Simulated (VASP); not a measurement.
Here is the system:

```
Se
1.0
    2.09638    -3.63103     0.00000
    2.09638     3.63103     0.00000
    0.00000     0.00000     5.26627
Se
3
Cartesian
  0.51603   0.89380   3.51085
  3.16069   0.00000   0.00000
  0.51603  -0.89380   1.75542
```

The numbers are results of optB86b-vdW, VASP's PBE PAW potentials (set 64) (plane waves; VASP), not measurements. Run with 520 eV cut-off, 6×6×5 Γ-centred mesh, Gaussian smearing of 0.050 eV, potentials Se.

**Question.** The ions and cell shape at fixed volume are relaxed. Predict the relaxed structure.

**Answer.** 
```
Se
1.0
    2.12299    -3.67713     0.00000
    2.12299     3.67713     0.00000
    0.00000     0.00000     5.13507
Se
3
Direct
  0.00000   0.23717   0.66667
  0.76283   0.76283   0.00000
  0.23717   0.00000   0.33333
```
Space group P3_121 (152), at a tolerance of 0.03 Å.

**Question.** How much energy does the relaxation gain?

**Answer.** The energy (σ→0) changes by -11.3 meV/atom, in 6 ionic steps.

The compound is Se in the trig structure. This cell is one point of a volume scan, at 1.06 of the reference volume. Symmetry was kept, so distortions that lower it aren't found.
